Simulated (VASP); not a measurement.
The system is CoSi.

```xyz
8
Lattice="4.4380 0.0000 0.0000 0.0000 4.4380 0.0000 0.0000 0.0000 4.4380" Properties=species:S:1:pos:R:3 pbc="T T T"
Co    0.6213    0.6213    0.6213
Co    1.5977    3.8167    2.8403
Co    2.8403    1.5977    3.8167
Co    3.8167    2.8403    1.5977
Si    3.7412    3.7412    3.7412
Si    2.9158    0.6968    1.5222
Si    1.5222    2.9158    0.6968
Si    0.6968    1.5222    2.9158
```

* Program: VASP 6.6.1
* Task: relaxation of cell and atoms
* Functional: PBEsol
* Potentials or basis: VASP PAW PBE potentials, release 64 (Co, Si)
* Cutoff: 600 eV
* k mesh: 8 × 8 × 8
* Occupations: methfessel-paxton, width 0.1 eV
* Spin: no spin polarisation

At the start: pressure -7.1 GPa; volume 10.93 Å³/atom.

**Question.** Where does the relaxation end?

**Answer.** Over 10 steps the energy falls by 11.6 meV/atom and the volume is 10.55 Å³/atom (-3.4 %); space group P2_13 (No. 198, to 0.05 Å).

The path:
| step | energy change (eV) | largest force (eV/Å) | pressure (GPa) | volume (Å³) |
| --- | --- | --- | --- | --- |
| 1 | 0.0000 | 0.2447 | -7.07 | 87.41 |
| 2 | 0.0241 | 0.4059 | 10.31 | 81.45 |
| 3 | -0.0678 | 0.3234 | 0.34 | 84.58 |
| 4 | -0.0830 | 0.2030 | 0.37 | 84.49 |
| 5 | -0.0926 | 0.0482 | 0.38 | 84.35 |
| 6 | -0.0927 | 0.0492 | 0.25 | 84.33 |
| 7 | -0.0928 | 0.0049 | -0.51 | 84.57 |
| 8 | -0.0929 | 0.0252 | -0.23 | 84.46 |
| 9 | -0.0930 | 0.0127 | 0.03 | 84.38 |
| 10 | -0.0930 | 0.0016 | -0.01 | 84.41 |

Final structure:
```yaml
crystal:
  lattice:
    - [4.38658, 0.00000, 0.00000]
    - [0.00000, 4.38658, 0.00000]
    - [0.00000, 0.00000, 4.38658]
  atoms:
    - { symbol: Co, position: [0.14575, 0.14575, 0.14575] }
    - { symbol: Co, position: [0.35425, 0.85425, 0.64575] }
    - { symbol: Co, position: [0.64575, 0.35425, 0.85425] }
    - { symbol: Co, position: [0.85425, 0.64575, 0.35425] }
    - { symbol: Si, position: [0.84333, 0.84333, 0.84333] }
    - { symbol: Si, position: [0.65667, 0.15667, 0.34333] }
    - { symbol: Si, position: [0.34333, 0.65667, 0.15667] }
    - { symbol: Si, position: [0.15667, 0.34333, 0.65667] }
```

Caveat: the PAW data sets were made with another functional, which shifts forces and pressure a little.
